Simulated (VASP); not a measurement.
Calculation: PBEsol GGA, VASP's PBE PAW potentials (set 64) (plane waves; VASP 6.6.1).

VASP ran on this input.

### INCAR
```
! general
SYSTEM  = Eu
PREC    = Accurate
ENCUT   = 520   ! plane-wave cut-off (eV)
LREAL   = .False.   ! projection in real space or not
LASPH   = .True.   ! aspherical one-centre terms

! electronic loop
EDIFF   = 1E-7   ! SCF stop (eV)
NELM    = 100   ! most electronic steps
ALGO    = Normal   ! blocked Davidson
LMAXMIX = 6   ! l cut-off of mixed one-centre charges

! smearing
ISMEAR  = 1   ! Methfessel-Paxton
SIGMA   = 0.1

! functional
GGA     = PS

! ions
ISIF    = 2

! output
LWAVE   = .False.
LCHARG  = .False.
```

POSCAR:
```
Eu
1
   -2.1265591166     2.1265591166     2.1265591166
    2.1265591166    -2.1265591166     2.1265591166
    2.1265591166     2.1265591166    -2.1265591166
Eu
1
Direct
  0.0000000000   0.0000000000   0.0000000000
```

### KPOINTS
```
Automatic mesh
0
Gamma
12 12 12
0 0 0
```

POTCAR, in this order: Eu_2 (PBE.64 set). Program: vasp_std.

The run wrote:

OSZICAR:
```
       N       E                     dE             d eps       ncg     rms          rms(c)
DAV:   1     0.103214376584E+02    0.10321E+02   -0.37633E+03  1160   0.827E+02
DAV:   2    -0.192529775981E+01   -0.12247E+02   -0.12100E+02  1544   0.111E+02
DAV:   3    -0.213315040399E+01   -0.20785E+00   -0.19244E+00  1568   0.108E+01
DAV:   4    -0.213555278563E+01   -0.24024E-02   -0.24033E-02  1784   0.139E+00
DAV:   5    -0.213555912067E+01   -0.63350E-05   -0.63352E-05  1632   0.667E-02    0.765E+00
DAV:   6    -0.215142273334E+01   -0.15864E-01   -0.13038E-03  1800   0.471E-01    0.456E+00
DAV:   7    -0.216101277623E+01   -0.95900E-02   -0.27937E-03  1624   0.662E-01    0.590E-02
DAV:   8    -0.216098582744E+01    0.26949E-04   -0.10331E-04  1832   0.929E-02    0.176E-02
DAV:   9    -0.216098557434E+01    0.25310E-06   -0.89877E-06  1984   0.282E-02    0.583E-03
DAV:  10    -0.216098505874E+01    0.51560E-06   -0.10404E-06  1744   0.787E-03    0.242E-03
DAV:  11    -0.216098513105E+01   -0.72312E-07   -0.44225E-08   832   0.184E-03
   1 F= -.21609851E+01 E0= -.21609937E+01  d E =0.258517E-04
```

File OUTCAR:
```
------------------------ aborting loop because EDIFF is reached ----------------------------------------
  FORCE on cell =-STRESS in cart. coord.  units (eV):
  Direction    XX          YY          ZZ          XY          YZ          ZX
  --------------------------------------------------------------------------------------
  Total        0.1452799      0.1452799      0.1452799     -0.0000000     -0.0000000     -0.0000000
  in kB        6.0509544      6.0509544      6.0509544     -0.0000000     -0.0000000     -0.0000000
  external PRESSURE =       6.0509544 kB  Pullay stress =       0.0000000 kB
  volume of cell :       38.47
      direct lattice vectors                 reciprocal lattice vectors
    -2.126559117  2.126559117  2.126559117     0.000000000  0.235121608  0.235121608
     2.126559117 -2.126559117  2.126559117     0.235121608  0.000000000  0.235121608
     2.126559117  2.126559117 -2.126559117     0.235121608  0.235121608  0.000000000
 POSITION                                       TOTAL-FORCE (eV/Angst)
 -----------------------------------------------------------------------------------
      0.00000      0.00000      0.00000         0.000000      0.000000      0.000000
 -----------------------------------------------------------------------------------
    total drift:                               -0.000000     -0.000000     -0.000000
  FREE ENERGIE OF THE ION-ELECTRON SYSTEM (eV)
  ---------------------------------------------------
  free  energy   TOTEN  =        -2.1609851311 eV

  energy  without entropy=       -2.1610109827  energy(sigma->0) =       -2.16099375
```
(Selected blocks of OUTCAR.)

The 4f electrons are frozen in the core of the lanthanide potential, so 4f levels, which can set the real gap, and their magnetism are missing.

The compound is Eu in the bcc structure. This cell is one point of a volume scan, at 0.97 of the reference volume.
